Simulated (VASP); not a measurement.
Here is the system:

```
CELL_PARAMETERS angstrom
      3.95734    -2.15500     0.00000
      3.95734     2.15500     0.00000
      2.78382     0.00000     3.54329
ATOMIC_POSITIONS crystal
  Sb 0.23350 0.23350 0.23350
  Sb 0.76650 0.76650 0.76650
```

These are revPBE GGA, VASP's PBE PAW potentials (set 64) (plane waves; VASP) values and carry that method's errors. Run with 520 eV cut-off, 9×9×9 Γ-centred mesh, first-order Methfessel-Paxton smearing of 0.10 eV, potentials Sb.

Energy and stress use the plane-wave basis of the starting cell.

**Question.** The ions, cell shape and volume are relaxed. What does this cell relax into?

**Answer.** 
```
CELL_PARAMETERS angstrom
      4.10740    -2.19988     0.02240
      4.10740     2.19988     0.02240
      2.90944     0.00000     3.63949
ATOMIC_POSITIONS crystal
  Sb 0.23175 0.23175 0.23175
  Sb 0.76825 0.76825 0.76825
```
Space group R-3m (166), at a tolerance of 0.03 Å.

**Question.** How do energy and volume change from the first to the last step?

**Answer.** The energy (σ→0) changes by -24.1 meV/atom and the volume by +8.4 %, in 9 ionic steps.

```tsv
step	E(σ→0) (eV)	max force (eV/Å)	pressure (GPa)	volume (Å³)
1	-7.6140	0.234	3.73	60.43
2	-7.6412	0.335	-1.78	66.81
3	-7.6577	0.136	0.08	64.24
4	-7.6592	0.099	0.06	64.45
5	-7.6612	0.009	0.03	64.96
6	-7.6613	0.018	0.02	65.11
7	-7.6619	0.006	-0.01	65.28
8	-7.6622	0.006	-0.04	65.48
9	-7.6622	0.006	-0.03	65.48
```

The compound is Sb in the a7 structure. This run relaxes it. Symmetry was kept, so distortions that lower it aren't found.
